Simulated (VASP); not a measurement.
Data:

```xyz
2
Lattice="0.0000 3.3966 3.3966 3.3966 0.0000 3.3966 3.3966 3.3966 0.0000" Properties=species:S:1:pos:R:3 pbc="T T T"
Sr     0.1200     0.0500     0.0000
Te     3.3966     3.3966     3.3966
```

Level of theory: PBE GGA, VASP's PBE PAW potentials (set 64) (plane waves; VASP). Run with 400 eV cut-off, 5×5×5 Γ-centred mesh, Gaussian smearing of 0.050 eV, potentials Sr_sv Te.

Energy and stress use the plane-wave basis of the starting cell.

Problem. The ions, cell shape and volume are relaxed. What does this cell relax into?

Solution. 
```xyz
2
Lattice="0.0001 3.3623 3.3623 3.3622 0.0001 3.3623 3.3623 3.3623 0.0000" Properties=species:S:1:pos:R:3 pbc="T T T"
Sr     0.0594     3.3869     3.3623
Te     3.4217     3.3872     3.3623
```
Space group Fm-3m (225), at a tolerance of 0.03 Å.

Problem. How do energy and volume change from the first to the last step?

Solution. The energy (σ→0) changes by -12.1 meV/atom and the volume by -3.0 %, in 20 ionic steps.

The compound is SrTe in the rock salt structure. In the starting cell atoms are displaced from their ideal sites. This run relaxes it. Symmetry was kept, so distortions that lower it aren't found.
